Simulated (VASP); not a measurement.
Runs of VASP 6.6.1 on Be. The structure is hexagonal, space group P6_3/mmc (No. 194). Conventional cell: a = 2.286 Å, b = 2.286 Å, c = 3.584 Å, α = 90.00°, β = 90.00°, γ = 120.00°. Be (site symmetry -6m2) has 12 Be at 2.23 to 2.29 Å as nearest neighbours. 

```csv
task,level,potentials or basis,cell,k mesh,cutoff (eV),mesh quality,gap on the mesh (eV),pressure (GPa),relaxed volume (Å³/atom)
relaxation of cell and atoms,LDA,"VASP PAW LDA potentials, release 64 (Be)",relaxed,21 × 21 × 12,600,not flagged,none,0.0,7.57
single point,PBEsol,"VASP PAW PBE potentials, release 64 (Be)",as given,21 × 21 × 12,520,not flagged,none,-3.6,-
relaxation of cell and atoms,RPBE,"VASP PAW PBE potentials, release 64 (Be)",relaxed,21 × 21 × 12,600,not flagged,none,-0.1,(a)
relaxation of cell and atoms,PBEsol,"VASP PAW PBE potentials, release 64 (Be)",relaxed,21 × 21 × 12,300,not flagged,none,0.1,7.86
relaxation of cell and atoms,PBEsol,"VASP PAW PBE potentials, release 64 (Be)",relaxed,9 × 9 × 4,600,coarse,none,0.1,7.86
relaxation of cell and atoms,PBEsol,"VASP PAW PBE potentials, release 64 (Be)",relaxed,21 × 21 × 12,580,not flagged,none,0.1,7.85
relaxation of cell and atoms,PBEsol,"VASP PAW PBE potentials, release 64 (Be)",relaxed,21 × 21 × 12,480,not flagged,none,0.1,7.85
relaxation of cell and atoms,PBEsol,"VASP PAW PBE potentials, release 64 (Be)",relaxed,21 × 21 × 12,600,not flagged,none,0.1,7.85
```

Alike in all rows: no spin polarisation; smearing gaussian 0.1 eV.

Q: Estimate the missing entries.

A: (a) 8.12.

Caveats: some runs use coarse meshes; the PAW data sets were made with another functional, which shifts forces and pressure a little (some runs); the cutoff is under 1.25 times the usual one of these potentials, so pressure, stress and relaxed cells hold a basis-set (Pulay) error (some runs).

A gap of «none» marks a metal or a gap under the smearing width.

Runs at the PBE level aren't shown here.
